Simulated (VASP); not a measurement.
# InSe (relaxed from the beta-GaS structure, space group P6_3/mmc): computed properties

Level of theory: PBEsol GGA, VASP's PBE PAW potentials (set 64) (plane waves; VASP).

For InSe, the space group comes out as P6_3/mmc (194) and the cell is a = b = 4.010 Å, c = 16.916 Å, α = β = 90.00°, γ = 120.00°. The volume per atom is 29.44 Å³/atom and the band gap (over mesh and band path) is 0.38 eV. The smallest direct gap (over mesh and band path) comes out as 0.38 eV. The band-edge character comes out as direct, Γ to Γ and the density is 5.47 g/cm³. The optical Γ-point spectrum comes out as 14 (×2), 23, 36 (×2), 38 (×2), 105, 108, 169 (×4), 173 (×4), 188, 197, 223, 224 cm⁻¹.

Space group P6₃/mmc (No. 194); a = b = 4.010 Å, c = 16.916 Å, α = β = 90.00°, γ = 120.00°

```json
[
 {"atom": "In", "site": "4f", "symmetry": "3m.", "x": "0.3333", "y": "0.6667", "z": "0.1679"},
 {"atom": "Se", "site": "4f", "symmetry": "3m.", "x": "0.6667", "y": "0.3333", "z": "0.0924"}
]
```

Measured: gap 1.17 eV (computed value off by -0.79 eV), as given by Sangtae Kim et al., Scientific Data (2020), doi:10.1038/s41597-020-00723-8.  Without a dispersion term in the relaxation, distances and binding between the weakly bound layers, chains or molecules are unreliable, and so is what depends on them. Unless said otherwise, spin-orbit coupling is left out, though it shifts the bands of the heavy elements here.

The structure was generated: InSe was put into the beta-GaS type (P6_3/mmc), a phase also known from measurement. It was relaxed first, which changed the volume by -16 %. Symmetry was kept, so distortions that lower it aren't found.
